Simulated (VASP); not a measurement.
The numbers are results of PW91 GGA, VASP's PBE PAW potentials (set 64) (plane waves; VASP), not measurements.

Input for VASP

File KPOINTS:
```
Automatic
0
Gamma
7 7 7
0 0 0
```

INCAR:
```
ALGO  =  Normal
EDIFF  =  1E-6
EDIFFG  =  -0.02
ENCUT  =  520
GGA  =  91
IBRION  =  2
ISIF  =  3
ISMEAR  =  1
LASPH  =  .TRUE.
LCHARG  =  .FALSE.
LMAXMIX  =  6
LREAL  =  .FALSE.
LWAVE  =  .FALSE.
NELM  =  100
NSW  =  60
PREC  =  Accurate
SIGMA  =  0.1
SYSTEM  =  Pt3Ti
```

**POSCAR**
```
Pt3Ti
1
    3.9566654825     0.0000000000    -0.0000000000
    0.0000000000     3.9566654825     0.0000000000
   -0.0000000000     0.0000000000     3.9566654825
Ti Pt
1 3
Direct
  0.0000000000   0.0000000000   0.0000000000
  0.0000000000   0.5000000000   0.5000000000
  0.5000000000   0.0000000000   0.5000000000
  0.5000000000   0.5000000000   0.0000000000
```

POTCAR, in this order: Ti_sv Pt (PBE.64 set). Program: vasp_std.

Output

### OSZICAR
```
       N       E                     dE             d eps       ncg     rms          rms(c)
DAV:   1     0.382593629628E+03    0.38259E+03   -0.21257E+04  1000   0.180E+03
DAV:   2    -0.426074068661E+00   -0.38302E+03   -0.37622E+03  1097   0.448E+02
DAV:   3    -0.319161682498E+02   -0.31490E+02   -0.30293E+02  1555   0.109E+02
DAV:   4    -0.327721813282E+02   -0.85601E+00   -0.85040E+00  1157   0.189E+01
DAV:   5    -0.328001812975E+02   -0.28000E-01   -0.27896E-01  1476   0.338E+00    0.207E+01
DAV:   6    -0.309058181230E+02    0.18944E+01   -0.22757E+01  1439   0.331E+01    0.142E+01
DAV:   7    -0.304612146241E+02    0.44460E+00   -0.31814E+01  1448   0.334E+01    0.952E+00
DAV:   8    -0.296799011862E+02    0.78131E+00   -0.16156E+00  1423   0.966E+00    0.454E+00
DAV:   9    -0.295656000091E+02    0.11430E+00   -0.22955E+00  1523   0.804E+00    0.245E+00
DAV:  10    -0.295065586585E+02    0.59041E-01   -0.35197E-01  1453   0.396E+00    0.371E-01
DAV:  11    -0.295087571945E+02   -0.21985E-02   -0.45956E-03  1287   0.519E-01    0.485E-01
DAV:  12    -0.295066806371E+02    0.20766E-02   -0.15873E-02  1512   0.729E-01    0.117E-01
DAV:  13    -0.295066095978E+02    0.71039E-04   -0.28028E-04  1270   0.120E-01    0.608E-02
DAV:  14    -0.295066036823E+02    0.59155E-05   -0.32252E-05  1288   0.380E-02    0.490E-02
DAV:  15    -0.295065818282E+02    0.21854E-04   -0.12048E-04  1476   0.681E-02    0.573E-03
DAV:  16    -0.295065821659E+02   -0.33772E-06   -0.15323E-06   782   0.917E-03
   1 F= -.29506582E+02 E0= -.29506650E+02  d E =-.295066E+02
```

OUTCAR:
```
------------------------ aborting loop because EDIFF is reached ----------------------------------------
  FORCE on cell =-STRESS in cart. coord.  units (eV):
  Direction    XX          YY          ZZ          XY          YZ          ZX
  --------------------------------------------------------------------------------------
  Total       -0.0556490     -0.0556490     -0.0556490      0.0000000      0.0000000     -0.0000000
  in kB       -1.4393936     -1.4393936     -1.4393936      0.0000000      0.0000000     -0.0000000
  external PRESSURE =      -1.4393936 kB  Pullay stress =       0.0000000 kB
  volume of cell :       61.94
      direct lattice vectors                 reciprocal lattice vectors
     3.956665483  0.000000000  0.000000000     0.252738071  0.000000000  0.000000000
     0.000000000  3.956665483  0.000000000     0.000000000  0.252738071  0.000000000
     0.000000000  0.000000000  3.956665483     0.000000000  0.000000000  0.252738071
 POSITION                                       TOTAL-FORCE (eV/Angst)
 -----------------------------------------------------------------------------------
      0.00000      0.00000      0.00000         0.000000      0.000000      0.000000
      0.00000      1.97833      1.97833         0.000000      0.000000      0.000000
      1.97833      0.00000      1.97833         0.000000      0.000000      0.000000
      1.97833      1.97833      0.00000         0.000000      0.000000      0.000000
 -----------------------------------------------------------------------------------
    total drift:                                0.000000      0.000000     -0.000000
  FREE ENERGIE OF THE ION-ELECTRON SYSTEM (eV)
  ---------------------------------------------------
  free  energy   TOTEN  =       -29.5065821659 eV

  energy  without entropy=      -29.5067849920  energy(sigma->0) =      -29.50664977

 reached required accuracy - stopping structural energy minimisation
```
(Selected blocks of OUTCAR.)

The compound is Pt3Ti in the L1_2 structure. It was relaxed first. The start is the result of an earlier pass.
